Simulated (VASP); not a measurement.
Output of a VASP run:

File OSZICAR:
```
       N       E                     dE             d eps       ncg     rms          rms(c)
DAV:   1     0.633505239035E+02    0.63351E+02   -0.94627E+03   762   0.191E+03
DAV:   2    -0.223376265801E+02   -0.85688E+02   -0.83090E+02   839   0.335E+02
DAV:   3    -0.290081005958E+02   -0.66705E+01   -0.65555E+01   934   0.789E+01
DAV:   4    -0.291232060993E+02   -0.11511E+00   -0.11505E+00   868   0.114E+01
DAV:   5    -0.291252747679E+02   -0.20687E-02   -0.20684E-02   894   0.135E+00    0.297E+00
DAV:   6    -0.269749357900E+02    0.21503E+01   -0.62334E-01   909   0.167E+01    0.180E+00
DAV:   7    -0.270501778393E+02   -0.75242E-01   -0.35172E-01   829   0.763E+00    0.857E-01
DAV:   8    -0.269959981870E+02    0.54180E-01   -0.15944E-01   769   0.519E+00    0.326E-01
DAV:   9    -0.269151001747E+02    0.80898E-01   -0.24361E-01   759   0.469E+00    0.229E-01
DAV:  10    -0.269211068979E+02   -0.60067E-02   -0.76850E-02   764   0.275E+00    0.715E-02
DAV:  11    -0.270188776455E+02   -0.97771E-01   -0.53719E-02   759   0.206E+00    0.627E-02
DAV:  12    -0.270123949299E+02    0.64827E-02   -0.27755E-03   994   0.591E-01    0.319E-02
DAV:  13    -0.270190479292E+02   -0.66530E-02   -0.21699E-03   759   0.532E-01    0.211E-02
DAV:  14    -0.270199896679E+02   -0.94174E-03   -0.62732E-04   879   0.285E-01    0.841E-03
DAV:  15    -0.270200967465E+02   -0.10708E-03   -0.56974E-05   849   0.937E-02    0.926E-03
DAV:  16    -0.270200988191E+02   -0.20726E-05   -0.54167E-06   879   0.253E-02    0.412E-03
DAV:  17    -0.270201002523E+02   -0.14332E-05   -0.20363E-06   754   0.257E-02    0.112E-03
DAV:  18    -0.270201025549E+02   -0.23026E-05   -0.13095E-06   764   0.167E-02    0.214E-03
DAV:  19    -0.270201030940E+02   -0.53914E-06   -0.12113E-07   619   0.536E-03    0.117E-03
DAV:  20    -0.270201028293E+02    0.26472E-06   -0.86086E-08   537   0.332E-03    0.295E-04
DAV:  21    -0.270201031063E+02   -0.27695E-06   -0.23429E-08   382   0.218E-03    0.378E-04
DAV:  22    -0.270201030529E+02    0.53349E-07   -0.38627E-09   377   0.870E-04
   1 F= -.27020103E+02 E0= -.27020103E+02  d E =-.862010E-12
```

File OUTCAR:
```
------------------------ aborting loop because EDIFF is reached ----------------------------------------
  FORCE on cell =-STRESS in cart. coord.  units (eV):
  Direction    XX          YY          ZZ          XY          YZ          ZX
  --------------------------------------------------------------------------------------
  Total       -1.1071942     -1.1071942     -1.1071942      0.0000000      0.0000000     -0.0000000
  in kB      -36.7536589    -36.7536589    -36.7536589      0.0000000      0.0000000     -0.0000000
  external PRESSURE =     -36.7536589 kB  Pullay stress =       0.0000000 kB
  volume of cell :       48.27
      direct lattice vectors                 reciprocal lattice vectors
     0.000000000  2.889800971  2.889800971    -0.173022296  0.173022296  0.173022296
     2.889800971  0.000000000  2.889800971     0.173022296 -0.173022296  0.173022296
     2.889800971  2.889800971  0.000000000     0.173022296  0.173022296 -0.173022296
  FREE ENERGIE OF THE ION-ELECTRON SYSTEM (eV)
  ---------------------------------------------------
  free  energy   TOTEN  =       -27.0201030529 eV

  energy  without entropy=      -27.0201030529  energy(sigma->0) =      -27.02010305
```
(Selected blocks of OUTCAR.)

### POSCAR
```
GaAs
1
    0.0000000000     2.8898009708     2.8898009708
    2.8898009708     0.0000000000     2.8898009708
    2.8898009708     2.8898009708     0.0000000000
Ga As
1 1
Direct
  0.0000000000   0.0000000000   0.0000000000
  0.2500000000   0.2500000000   0.2500000000
```

Question: Write an INCAR and KPOINTS that could have produced this output.

Answer: This is not unique; one that fits is the input of the run itself, r2SCAN meta-GGA, plane waves, VASP's PBE PAW potentials (set 64).

**INCAR**
```
SYSTEM=GaAs
PREC=Accurate; ENCUT=520; LREAL=F
LASPH=T
EDIFF=1E-7; NELM=100; ALGO=Normal
LMAXMIX=4; LMIXTAU=T
ISMEAR=0; SIGMA=0.05
METAGGA=R2SCAN
ISIF=2
LWAVE=F; LCHARG=F
```

**KPOINTS**
```
Automatic mesh
0
Gamma
8 8 8
0 0 0
```

POTCAR, in this order: Ga_d As (PBE.64 set). Program: vasp_std.

The compound is GaAs in the zinc blende structure. This cell is one point of a volume scan, at 1.06 of the reference volume.
